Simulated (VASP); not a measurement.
Given:

```
CELL_PARAMETERS angstrom
      2.69554     0.00000     0.00000
     -1.34777     2.33441     0.00000
      0.00000     0.00000     5.10147
ATOMIC_POSITIONS crystal
  Cr 0.00000 0.00000 0.00000
  Cr 0.00000 0.00000 0.50000
  N  0.33333 0.66667 0.25000
  N  0.66667 0.33333 0.75000
```

The numbers are results of r2SCAN meta-GGA, VASP's PBE PAW potentials (set 64) (plane waves; VASP), not measurements. Run with 520 eV cut-off, 15×15×7 Γ-centred mesh, tetrahedra with Blöchl corrections, potentials Cr_pv N.

The cores are frozen, which limits the accuracy of field gradients.

Problem. Give the principal components of the electric field gradient (V/Å²) and the asymmetry η at each nucleus.

Solution. 
```tsv
atom	Vxx	Vyy	Vzz	η
Cr1	6.2	6.2	-12.5	0.00
Cr2	6.2	6.2	-12.5	0.00
N3	-3.1	-3.1	6.1	0.00
N4	-3.1	-3.1	6.1	0.00
```

The structure was generated: CrN was put into the NiAs type type (P6_3/mmc), which need not be its known phase. It was relaxed first, which changed the volume by -29 %. The run is not spin-polarised, so no magnetic state was tried.
